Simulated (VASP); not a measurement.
Data:

```
CELL_PARAMETERS angstrom
      3.91030    -2.13404    -0.02016
      3.91030     2.13404    -0.02016
     -0.16792     0.00000     5.38572
ATOMIC_POSITIONS crystal
  Te 0.73978 0.26022 0.50000
  Se 0.01599 0.75577 0.83696
  Se 0.24423 0.98401 0.16304
```

Level of theory: PBE GGA, VASP's PBE PAW potentials (set 64) (plane waves; VASP). Settings: 400 eV cut-off, 4×4×4 Γ-centred mesh, Gaussian smearing of 0.050 eV, potentials Te Se.

Without a dispersion term in the relaxation, distances and binding between the weakly bound layers, chains or molecules are unreliable, and so is what depends on them. Unless said otherwise, spin-orbit coupling is left out, though it shifts the bands of the heavy elements here.

### Question
Estimate the energy per atom (σ→0), band gap (on the k-mesh) with the smallest direct gap where there is one.

### Answer

```json
{
  "band gap (on the k-mesh)": "0.81 eV",
  "smallest direct gap (on the k-mesh)": "1.20 eV",
  "energy per atom (σ→0)": "-3.395 eV/atom"
}
```

Total energies compare only between runs with the same potentials, cut-off and functional.

The structure comes from a computed database's TeSe2 entry (C2); how it stands against other phases isn't given here. It was relaxed first.
